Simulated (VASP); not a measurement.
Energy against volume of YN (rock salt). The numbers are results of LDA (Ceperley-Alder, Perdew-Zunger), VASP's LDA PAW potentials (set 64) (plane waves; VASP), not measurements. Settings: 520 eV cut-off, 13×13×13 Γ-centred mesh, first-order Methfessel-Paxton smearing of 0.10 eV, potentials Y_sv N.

```
V (Å³/atom)  E (eV/atom)
-----------  -----------
13.598          -9.93647
14.018          -9.94389
14.439          -9.93700
14.859          -9.91785
```

**Question.** Fit these four points and predict the energy of the run at 13.177 Å³/atom.

**Answer.** A cubic in V^(−2/3), the third-order Birch-Murnaghan form, passes through the four points with V0 = 14.02 Å³/atom and B0 = 182 GPa, and gives -9.9123 eV/atom there. The run gave -9.9124 eV/atom, -0.0 meV/atom from the fit; all five points give B0 = 181 GPa.

The compound is YN in the rock salt structure. It was relaxed first.
